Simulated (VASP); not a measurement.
Output of a VASP run:

**OSZICAR**
```
       N       E                     dE             d eps       ncg     rms          rms(c)
DAV:   1    -0.441199581959E+03   -0.44120E+03   -0.78353E+00   644   0.789E+00    0.175E+00
DAV:   2    -0.441264757490E+03   -0.65176E-01   -0.19003E-01   694   0.102E+00    0.127E+00
DAV:   3    -0.441247119239E+03    0.17638E-01   -0.13854E-02   728   0.297E-01    0.798E-01
DAV:   4    -0.441242850833E+03    0.42684E-02   -0.54113E-03   736   0.168E-01    0.476E-01
DAV:   5    -0.441241359333E+03    0.14915E-02   -0.52862E-04   736   0.822E-02    0.269E-01
DAV:   6    -0.441240813709E+03    0.54562E-03   -0.22086E-04   719   0.578E-02    0.153E-01
DAV:   7    -0.441240631926E+03    0.18178E-03   -0.62426E-05   710   0.319E-02    0.888E-02
DAV:   8    -0.441240568295E+03    0.63631E-04   -0.22093E-05   415   0.183E-02    0.532E-02
DAV:   9    -0.441240546682E+03    0.21613E-04   -0.11586E-05   368   0.129E-02    0.319E-02
DAV:  10    -0.441240539373E+03    0.73097E-05   -0.33442E-06   375   0.682E-03
   1 F= -.44124054E+03 E0= -.44124054E+03  d E =-.119083E-10  mag=     1.0000
```

### OUTCAR
```
------------------------ aborting loop because EDIFF is reached ----------------------------------------
  volume of cell :      611.30
      direct lattice vectors                 reciprocal lattice vectors
     8.486959016  0.000000000  0.000000000     0.117827834  0.000000000  0.000000000
     0.000000000  8.486959016  0.000000000     0.000000000  0.117827834  0.000000000
     0.000000000  0.000000000  8.486959016     0.000000000  0.000000000  0.117827834
  FREE ENERGIE OF THE ION-ELECTRON SYSTEM (eV)
  ---------------------------------------------------
  free  energy   TOTEN  =      -441.2405393726 eV

  energy  without entropy=     -441.2405393726  energy(sigma->0) =     -441.24053937

  exchange ACFDT corr.  =         0.00000000  see jH, gK, PRB 81, 115126

 total charge

# of ion       s       p       d       tot
------------------------------------------
    1        0.151   0.177   0.077   0.405
    2        0.148   0.171   0.073   0.393
    3        0.151   0.177   0.077   0.405
    4        0.150   0.173   0.074   0.396
    5        0.148   0.171   0.073   0.392
    6        0.158   0.190   0.081   0.430
    7        0.148   0.171   0.073   0.392
    8        0.151   0.177   0.077   0.405
    9        0.158   0.190   0.081   0.430
   10        0.158   0.190   0.081   0.429
   11        0.151   0.177   0.077   0.405
   12        0.148   0.171   0.073   0.392
   13        0.150   0.173   0.074   0.396
   14        0.151   0.177   0.077   0.405
   15        0.148   0.171   0.073   0.393
   16        0.151   0.177   0.077   0.405
   17        0.158   0.190   0.081   0.430
   18        0.158   0.190   0.081   0.430
   19        0.150   0.173   0.074   0.396
   20        0.148   0.171   0.073   0.393
   21        0.158   0.191   0.081   0.430
   22        0.148   0.171   0.073   0.392
   23        0.150   0.173   0.074   0.396
   24        0.151   0.177   0.077   0.405
   25        0.151   0.177   0.077   0.405
   26        0.151   0.177   0.077   0.405
   27        0.151   0.177   0.077   0.405
   28        0.148   0.171   0.073   0.392
   29        0.149   0.173   0.074   0.396
   30        0.151   0.177   0.077   0.405
   31        0.151   0.177   0.077   0.405
   32        0.150   0.173   0.074   0.396
   33        1.578   3.584   0.000   5.162
   34        1.582   3.610   0.000   5.192
   35        1.579   3.583   0.000   5.162
   36        1.578   3.584   0.000   5.162
   37        1.578   3.584   0.000   5.162
   38        1.578   3.602   0.000   5.180
   39        1.578   3.584   0.000   5.162
   40        1.578   3.584   0.000   5.162
   41        1.579   3.583   0.000   5.162
   42        1.579   3.584   0.000   5.162
   43        1.578   3.602   0.000   5.180
   44        1.579   3.584   0.000   5.162
   45        1.578   3.584   0.000   5.162
   46        1.582   3.610   0.000   5.192
   47        1.578   3.584   0.000   5.162
   48        1.578   3.584   0.000   5.162
   49        1.579   3.583   0.000   5.162
   50        1.579   3.584   0.000   5.162
   51        1.582   3.610   0.000   5.193
   52        1.579   3.584   0.000   5.162
...
```
(Selected blocks of OUTCAR.)

POSCAR:
```
Mg32O31S
1
    8.4869590160     0.0000000000     0.0000000000
    0.0000000000     8.4869590160     0.0000000000
    0.0000000000     0.0000000000     8.4869590160
Mg O S
32 31 1
Direct
  0.5001567565   0.0003246146   0.9952193941
  0.7499204617   0.2503090000   0.0002466223
  0.7546708213   0.0004919696   0.2500522924
  0.0000022985   0.0002065960   0.9985578182
  0.2498570037   0.2505107306   0.0001483217
  0.4998942610   0.5002767907   0.9808885683
  0.7500277526   0.7501434325   0.0000502313
  0.2454802943   0.0004757750   0.2498620259
  0.4997323594   0.2309908766   0.2500004371
  0.7692279162   0.5003420101   0.2503104792
  0.5000489355   0.0003980923   0.5048735144
  0.7497747200   0.2503508284   0.5000438693
  0.7515734470   0.0001860269   0.7500917227
  0.9998258391   0.5003566949   0.9955312685
  0.2502611410   0.7503849906   0.0000541607
  0.0000163726   0.2458065711   0.2499997803
  0.2304180226   0.5008477037   0.2501271585
  0.5003598816   0.7698959232   0.2501623839
  0.0000137044   0.0002678232   0.5014350461
  0.2498457000   0.2503914092   0.4999912636
  0.4995466188   0.5002102569   0.5196979804
  0.7500260002   0.7501406904   0.5001789358
  0.2485963206   0.0003000941   0.7500764445
  0.4998523407   0.2455765562   0.7501593919
  0.7545152366   0.4999965488   0.7502127614
  0.0000192165   0.7551341104   0.2499831492
  0.9999193702   0.5002373161   0.5049295583
  0.2501305042   0.7505173539   0.5000135442
  0.9999112931   0.2487422235   0.7501487072
  0.2451967319   0.5002765180   0.7502329147
  0.5001118822   0.7547581606   0.7500740662
  0.0001040877   0.7515122503   0.7501033753
  0.7541089671   0.2462945442   0.2501001206
  0.9999829466   0.5005233233   0.2501175293
  0.9999450981   0.2498461641   0.5003597787
  0.2457778651   0.2463291391   0.2500395927
  0.7541615872   0.7546027453   0.2501691058
  0.0000011299   0.0005275471   0.2499181601
  0.4997187436   0.2462328213   0.5043972157
  0.7539893649   0.5001583903   0.5045025238
  0.9999749244   0.7506759493   0.5004205162
  0.7503324905   0.2497279992   0.7501851709
  0.9998252667   0.5001605042   0.7502325387
  0.9998275778   0.2498679313   0.9997940493
  0.2458422122   0.7546799992   0.2500238429
  0.5000988752   0.0005533103   0.2500501028
  0.2457042433   0.5004293336   0.5044789418
  0.5000906351   0.7544314040   0.5044396812
  0.7503714272   0.0004486643   0.5004943357
  0.2494200855   0.2498366822   0.7500987018
  0.4998574881   0.5002397724   0.7502556127
  0.7505377151   0.7504573635   0.7500670935
  0.0000569749   0.0001433843   0.7500658839
  0.4998975219   0.2461648049   0.9959148286
  0.7540242085   0.5001876032   0.9959841836
  0.0001194087   0.7506439119   0.9996439434
  0.2496794748   0.0003952620   0.5004436947
  0.2496150338   0.7507167340   0.7502084017
  0.5001267244   0.0002806447   0.7500881010
  0.2457471212   0.5004492932   0.9959797175
  0.5001466370   0.7544044687   0.9958448839
  0.7504457490   0.0002697097   0.9996169386
  0.2496658376   0.0003580415   0.9995164163
  0.4998413728   0.5006236158   0.2503112049
```

Question: Reconstruct the remaining input files.

Answer: Several could match; the one computed here: the input of the run itself, HSE06 screened hybrid, plane waves, VASP's PBE PAW potentials (set 64).

KPOINTS:
```
Automatic mesh
0
Gamma
1 1 1
0 0 0
```

**INCAR**
```
LREAL = Auto   ! projection in real space or not
EDIFF = 1E-5   ! SCF stop (eV)
ISPIN = 2   ! spin-polarised
MAGMOM = 64*0.0156
SYSTEM = Mg32O31S
NELMIN = 4
PRECFOCK = Fast
LWAVE = F
SIGMA = 0.05
LHFCALC = T
NELECT = 257.0
ISYM = 0
PREC = Normal
HFSCREEN = 0.2
LCHARG = F
ENCUT = 400   ! plane-wave cut-off (eV)
ALGO = Normal   ! blocked Davidson
ISMEAR = 0   ! Gaussian
LORBIT = 10
ISIF = 0
NUPDOWN = 1
LASPH = T   ! aspherical one-centre terms
NELM = 50   ! most electronic steps
AEXX = 0.25
GGA = PE   ! PBE
```

POTCAR, in this order: Mg O S (PBE.64 set). Program: vasp_gam. Read from the step before: WAVECAR.

The cell is charged, with a uniform compensating background. The supercell is sampled at Γ alone, which is coarse: total energies, pressure and levels can be off, energies of defects by several tenths of an eV.

The cell is a supercell with a defect, built from MgO (rock salt): S_O, charge -1. The cell's shape comes from a PBE relaxation.
